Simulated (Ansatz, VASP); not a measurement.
**BaAlH6 in VASP and in Ansatz**

```xyz
8
Lattice="0.0000 3.8828 3.8828 3.8828 0.0000 3.8828 3.8828 3.8828 0.0000" Properties=species:S:1:pos:R:3 pbc="T T T"
Ba    3.8828    3.8828    3.8828
Al    1.9414    1.9414    1.9414
H     3.6779    1.9414    1.9414
H     0.2049    1.9414    1.9414
H     1.9414    1.9414    3.6779
H     1.9414    1.9414    0.2049
H     1.9414    0.2049    1.9414
H     1.9414    3.6779    1.9414
```

Alike in both runs: functional PBE; k mesh 8 × 8 × 8; occupations gaussian, width 0.1 eV; no spin polarisation.

Ansatz relaxed the structure, and its values are those at the end. VASP's run is a single point on that final structure, the one shown.

|  | VASP | Ansatz |
| --- | --- | --- |
| version | VASP 6.6.1 | Ansatz 0.2.0 |
| potentials or method | VASP PAW PBE potentials, release 64 (Ba_sv, Al, H) | scalar-relativistic, plane waves, PAW |
| plane-wave cutoff (eV) | 520 | 420 |
| valence electrons in the cell | 19 | 19 |

|  | VASP | Ansatz | Ansatz less VASP |
| --- | --- | --- | --- |
| gap on the k mesh at the Fermi level (eV) | none | none | - |
| pressure (GPa) | 0.2 | 0.0 | -0.19 |
| rms of the force components (eV/Å) | 0.004 | 0.001 | -0.0030 |

A gap of «none» marks a metal or a gap that the smearing closes.

Spin-orbit coupling is left out, which matters for the levels of Ba.
